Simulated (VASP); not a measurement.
Here is a VASP 6.6.1 calculation.

Contents of INCAR:

```
ALGO = Fast ; EDIFF = 1E-4
EDIFFG = -0.08 ; ENCUT = 520
GGA = PE ; IBRION = 2
ISIF = 3 ; ISMEAR = 0
KPAR = 2 ; LASPH = T
LCHARG = F ; LREAL = Auto
LWAVE = F ; NELM = 60
NSW = 24 ; PREC = Normal
SIGMA = 0.15
```

Contents of KPOINTS:

```
k-points
0
Gamma
  2 2 4
```

The input POSCAR:

```
Ta2SiN2
1.0
    6.3000000000      0.0000000000      0.0000000000
    0.0000000000      6.3000000000      0.0000000000
    0.0000000000      0.0000000000      3.3300000000
Ta Si N
4 2 4
Direct
    0.6750000000      0.8250000000      0.5000000000
    0.3250000000      0.1750000000      0.5000000000
    0.1750000000      0.6750000000      0.5000000000
    0.8250000000      0.3250000000      0.5000000000
    0.0000000000      0.0000000000      0.0000000000
    0.5000000000      0.5000000000      0.0000000000
    0.3900000000      0.8900000000      0.0000000000
    0.6100000000      0.1100000000      0.0000000000
    0.1100000000      0.3900000000      0.0000000000
    0.8900000000      0.6100000000      0.0000000000
```

Potentials or basis: VASP PAW PBE potentials, release 64 (Ta_pv, Si, N).

Launch:

```bash
$ cat potpaw_PBE.64/Ta_pv/POTCAR potpaw_PBE.64/Si/POTCAR potpaw_PBE.64/N/POTCAR > POTCAR
$ mpirun -np 2 vasp_std > vasp.out
```

Problem. Estimate the relaxed cell.

Solution. a = 6.329 Å, b = 6.329 Å, c = 2.843 Å, α = 90.00°, β = 90.00°, γ = 90.00°.

Problem. Predict the space group after relaxing (to 0.05 Å).

Solution. P4/mbm (No. 127).

Problem. Estimate the relaxed volume.

Solution. 11.39 Å³/atom.

Problem. Predict the band gap on the k mesh.

Solution. None (metal or under the smearing width).

Forces on the atoms (eV/Å):
```
Ta  -0.001  0.001  0.000
Ta   0.001 -0.001  0.000
Ta  -0.001 -0.001  0.000
Ta   0.001  0.001  0.000
Si   0.000  0.000  0.000
Si   0.000  0.000  0.000
N   -0.025 -0.025  0.000
N    0.025  0.025  0.000
N    0.025 -0.025  0.000
N   -0.025  0.025  0.000
```

Caveat: the k mesh is coarse (spacing up to 0.50 Å⁻¹), so the values aren't converged; the relaxation stopped at a loose force limit of 0.08 eV/Å, so its end isn't a converged minimum. The run has no spin-orbit coupling, so splittings on Ta are missing.
